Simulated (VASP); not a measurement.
VASP ran on this input.

INCAR:
```
SYSTEM=PtSe2
PREC=Accurate; ENCUT=520; LREAL=.FALSE.
LASPH=.TRUE.
EDIFF=1E-7; NELM=100; ALGO=Normal
LMAXMIX=6
ISMEAR=1; SIGMA=0.1
GGA=PE; IVDW=11
IBRION=2; NSW=30; ISIF=4
EDIFFG=-0.01
LWAVE=.FALSE.; LCHARG=.FALSE.
```

POSCAR:
```
PtSe2
1.0
  1.9140053212  -3.3151547204   0.0000000000
  1.9140053212   3.3151547204   0.0000000000
  0.0000000000   0.0000000000   4.7962551496
Pt Se
1 2
Cartesian
  0.0000000000   0.0000000000   0.0000000000
  1.9140053212   1.1050537836   1.2849449685
  1.9140053212  -1.1050537836   3.5113101811
```

### KPOINTS
```
Automatic mesh
0
Gamma
9 9 7
0 0 0
```

POTCAR, in this order: Pt Se (PBE.64 set). Program: vasp_std.

Q: Write an equivalent input for Quantum ESPRESSO's pw.x.

A: One equivalent input (not run):
```
&CONTROL
  calculation = 'vc-relax'
  pseudo_dir = './pseudo'
  outdir = './out'
  tprnfor = .true.
  tstress = .true.
  nstep = 30
  forc_conv_thr = 0.00039
/
&SYSTEM
  ibrav = 0
  nat = 3
  ntyp = 2
  ecutwfc = 86
  occupations = 'smearing'
  smearing = 'methfessel-paxton'
  degauss = 0.00735
  input_dft = 'pbe'
  vdw_corr = 'grimme-d3'
  dftd3_version = 3
  dftd3_threebody = .false.
/
&ELECTRONS
  conv_thr = 7.3e-09
  electron_maxstep = 100
/
&IONS
/
&CELL
  cell_dofree = 'shape'
/
ATOMIC_SPECIES
  Pt 195.084 Pt.upf
  Se 78.971 Se.upf
CELL_PARAMETERS angstrom
     1.9140053   -3.3151547    0.0000000
     1.9140053    3.3151547    0.0000000
     0.0000000    0.0000000    4.7962551
ATOMIC_POSITIONS crystal
  Pt   0.0000000  0.0000000  0.0000000
  Se   0.3333330  0.6666670  0.2679059
  Se   0.6666670  0.3333330  0.7320941
K_POINTS automatic
  9 9 7 0 0 0
```
What does not carry over: the potentials are each code's own (VASP's PAW set, PseudoDojo norm-conserving files in pw.x), so ENCUT and ecutwfc are chosen apart and not converted; conv_thr bounds pw.x's estimated SCF error, while EDIFF bounds the energy change between steps; forc_conv_thr acts on force components and is met together with etot_conv_thr.

The compound is PtSe2 in the 1T layered structure. This cell is one point of a volume scan, at 1.03 of the reference volume. Symmetry was kept, so distortions that lower it aren't found.
